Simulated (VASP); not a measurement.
# AlRu (Pm-3m) in VASP: elastic constants with LDA

Aim: the elastic constants of AlRu with LDA.

Program: VASP 6.6.1. These are calculated values, not measurements. Logs are shortened: lines on timing, memory, paths and dates and some standing lists are left out, and cuts for length are marked.

## (1) The structure

Symmetry: Pm-3m, No. 221, cubic system. The conventional cell has a = 2.956 Å, b = 2.956 Å, c = 2.956 Å, α = 90.00°, β = 90.00°, γ = 90.00°. Ru (site symmetry m-3m) has 8 Al at 2.56 Å as nearest neighbours. Al (site symmetry m-3m) has 8 Ru at 2.56 Å as nearest neighbours.

The cell was built by a generator and needn't be a form met in nature.

## (2) Elastic constants, LDA

POSCAR reads:

```
AlRu
1.0
    2.9557493876     -0.0000000000      0.0000000000
    0.0000000000      2.9557493876      0.0000000000
   -0.0000000000     -0.0000000000      2.9557493876
  Ru              Al
     1     1
Direct
     0.0000000000000000    0.0000000000000000    0.0000000000000000
     0.5000000000000000    0.5000000000000000    0.5000000000000000
```

INCAR.step1 reads:

```
ALGO = Normal
EDIFF = 1E-8
EDIFFG = -0.002
ENCUT = 600
IBRION = 2
ISIF = 3
ISMEAR = 1
KPAR = 8
LASPH = T
LCHARG = F
LREAL = F
LWAVE = F
NELM = 60
NSW = 40
PREC = Accurate
SIGMA = 0.2
```

INCAR.step2 reads:

```
ALGO = Normal
EDIFF = 1E-8
ENCUT = 600
IBRION = 6
ISIF = 3
ISMEAR = 1
KPAR = 8
LASPH = T
LCHARG = F
LREAL = F
LWAVE = F
NELM = 60
NFREE = 2
NSW = 1
POTIM = 0.015
PREC = Accurate
SIGMA = 0.2
```

KPOINTS reads:

```
k-points
0
Gamma
  18 18 18
```

Potentials or basis: VASP PAW LDA potentials, release 64 (Ru_pv, Al).

Run with:

```
$ cat potpaw_LDA.64/Ru_pv/POTCAR potpaw_LDA.64/Al/POTCAR > POTCAR
$ cp INCAR.step1 INCAR
$ mpirun -np 8 vasp_std > vasp.out
$ cp CONTCAR POSCAR
$ cp INCAR.step2 INCAR
$ mpirun -np 8 vasp_std > vasp.out
```

OUTCAR:

```text
EDIFF = 1E-8
   ENCUT = 600
   IBRION = 6
   ISIF = 3
   ISMEAR = 1
   LASPH = T
   LREAL = F
   NELM = 60
   NFREE = 2
   NSW = 1
   POTIM = 0.015
   PREC = Accurate

 ion  position               nearest neighbor table
   1  0.000  0.000  0.000-   2 2.56   2 2.56   2 2.56   2 2.56   2 2.56   2 2.56   2 2.56   2 2.56

   2  0.500  0.500  0.500-   1 2.56   1 2.56   1 2.56   1 2.56   1 2.56   1 2.56   1 2.56   1 2.56

  LATTYP: Found a simple cubic cell.
 ALAT       =     2.9558609740

  Lattice vectors:

 A1 = (   2.9558609740,   0.0000000000,   0.0000000000)
 A2 = (   0.0000000000,   2.9558609740,   0.0000000000)
 A3 = (   0.0000000000,   0.0000000000,   2.9558609740)

Analysis of symmetry for initial positions (statically):
=====================================================================
 Subroutine PRICEL returns:
 Original cell was already a primitive cell.

 Routine SETGRP: Setting up the symmetry group for a
 simple cubic supercell.

 Subroutine GETGRP returns: Found 48 space group operations
 (whereof 48 operations were pure point group operations)
 out of a pool of 48 trial point group operations.

The static configuration has the point symmetry O_h .

Analysis of symmetry for dynamics (positions and initial velocities):
=====================================================================
 Subroutine PRICEL returns:
 Original cell was already a primitive cell.

 Routine SETGRP: Setting up the symmetry group for a
 simple cubic supercell.

 Subroutine GETGRP returns: Found 48 space group operations
 (whereof 48 operations were pure point group operations)
 out of a pool of 48 trial point group operations.

The dynamic configuration has the point symmetry O_h .

 Subroutine INISYM returns: Found 48 space group operations
 (whereof 48 operations are pure point group operations),
 and found     1 'primitive' translations

[... 357 lines left out ...]
     11      17.2325      0.00000
     12      17.2327      0.00000
[... 331 lines left out ...]
 k-point    24 :       0.3333    0.1111    0.0000
  band No.  band energies     occupation
      1     -30.7325      2.00000
      2     -30.5644      2.00000
      3     -30.5339      2.00000
      4       3.3832      2.00000
      5       7.0934      2.00000
      6       7.9481      2.00000
      7       9.5495      2.00000
      8       9.7627      2.00000
      9      11.1740      0.06201
     10      13.7686     -0.00000
     11      18.6344      0.00000
     12      20.2634      0.00000

 [... further k-points ...]
[... 5 lines left out ...]
  --------------------------------------------------------------------------------------
  -------------------------------------------------------------------------------------
  Total        0.0013390      0.0045176      0.0045176      0.0000000      0.0000000      0.0000000
  in kB        0.0830664      0.2802627      0.2802627      0.0000000      0.0000000      0.0000000
  external PRESSURE =       0.2145306 kB  Pullay stress =       0.0000000 kB
[... 17 lines left out ...]
  FREE ENERGIE OF THE ION-ELECTRON SYSTEM (eV)
  ---------------------------------------------------
  free  energy   TOTEN  =       -16.1834204693 eV

  energy  without entropy=      -16.1837825416  energy(sigma->0) =      -16.18354116

 INTERNAL STRAIN TENSORS FROM STRAINED CELLS
 ============================================

 INTERNAL STRAIN TENSOR FOR ION    1 for displacements in x,y,z  (eV/Angst):
          X           Y           Z          XY          YZ          ZX
  --------------------------------------------------------------------------------
  x     0.00000     0.00000     0.00000     0.00000     0.00000     0.00000
  y     0.00000     0.00000     0.00000     0.00000     0.00000     0.00000
  z     0.00000     0.00000     0.00000     0.00000     0.00000     0.00000

 INTERNAL STRAIN TENSORS FROM DISPLACED ATOMS
 ============================================

 INTERNAL STRAIN TENSOR FOR ION    1 for displacements in x,y,z  (eV/Angst):
          X           Y           Z          XY          YZ          ZX
  --------------------------------------------------------------------------------
  x     0.00000     0.00000     0.00000     0.00000     0.00000     0.00000
  y     0.00000     0.00000     0.00000     0.00000     0.00000     0.00000
  z     0.00000     0.00000     0.00000     0.00000     0.00000     0.00000

 INTERNAL STRAIN TENSOR FOR ION    2 for displacements in x,y,z  (eV/Angst):
          X           Y           Z          XY          YZ          ZX
  --------------------------------------------------------------------------------
  x     0.00000     0.00000     0.00000     0.00000     0.00000     0.00000
  y     0.00000     0.00000     0.00000     0.00000     0.00000     0.00000
  z     0.00000     0.00000     0.00000     0.00000     0.00000     0.00000

 Eigenvectors and eigenvalues of the dynamical matrix
 ----------------------------------------------------

   1 f  =    9.794345 THz    61.539686 2PiTHz  326.704192 cm-1    40.506139 meV
             X         Y         Z           dx          dy          dz
      0.000000  0.000000  0.000000     0.459016    0.000000   -0.000000
      1.477930  1.477930  1.477930    -0.888428   -0.000000    0.000000
[... 21 lines left out ...]
   6 f/i=    0.000112 THz     0.000706 2PiTHz    0.003746 cm-1     0.000464 meV
             X         Y         Z           dx          dy          dz
      0.000000  0.000000  0.000000     0.000000   -0.000000    0.888428
      1.477930  1.477930  1.477930     0.000000    0.000000    0.459016

--------------------------------------------------------------------------------------------------------

 ELASTIC MODULI CONTR FROM IONIC RELAXATION (kBar)
 Direction    XX          YY          ZZ          XY          YZ          ZX
 --------------------------------------------------------------------------------
 XX           0.0000      0.0000      0.0000      0.0000      0.0000      0.0000
 YY           0.0000      0.0000      0.0000      0.0000      0.0000      0.0000
 ZZ           0.0000      0.0000      0.0000      0.0000      0.0000      0.0000
 XY           0.0000      0.0000      0.0000      0.0000      0.0000      0.0000
 YZ           0.0000      0.0000      0.0000      0.0000      0.0000      0.0000
 ZX           0.0000      0.0000      0.0000      0.0000      0.0000      0.0000
 --------------------------------------------------------------------------------

 TOTAL ELASTIC MODULI (kBar)
 Direction    XX          YY          ZZ          XY          YZ          ZX
 --------------------------------------------------------------------------------
 XX        3605.6240   1690.4204   1690.4204      0.0000     -0.0000     -0.0000
 YY        1690.4204   3605.6240   1690.4204     -0.0000      0.0000      0.0000
 ZZ        1690.4204   1690.4204   3605.6240     -0.0000     -0.0000     -0.0000
 XY           0.0000     -0.0000     -0.0000   1382.4439      0.0000      0.0000
 YZ          -0.0000      0.0000     -0.0000      0.0000   1382.4439      0.0000
 ZX          -0.0000      0.0000     -0.0000      0.0000      0.0000   1382.4439
 --------------------------------------------------------------------------------
```

Run time: 6.3 min. Hardware: 8 MPI ranks of Intel Xeon Platinum 8488C (Sapphire Rapids), shared host; peak memory 1.1 GiB.

Results:

| Property | Result |
| --- | --- |
| Elastic constants C11, C12, C44 | 361, 169, 138 GPa |
| Voigt bulk modulus | 233 GPa |
| Highest phonon frequency at Γ, LO-TO splitting left out | 327 cm⁻¹ |

Phonon frequencies in cm⁻¹ (negative: imaginary):
```tsv
q point	frequencies
(0.000, 0.000, 0.000)	0 0 0 327 327 327
```

Elastic tensor in Voigt notation (GPa, in the Cartesian axes of the cell as first typed):
```
361 169 169   0   0   0
169 361 169   0   0   0
169 169 361   0   0   0
  0   0   0 138   0   0
  0   0   0   0 138   0
  0   0   0   0   0 138
```

Clamped-ion elastic tensor (GPa):
```
361 169 169   0   0   0
169 361 169   0   0   0
169 169 361   0   0   0
  0   0   0 138   0   0
  0   0   0   0 138   0
  0   0   0   0   0 138
```
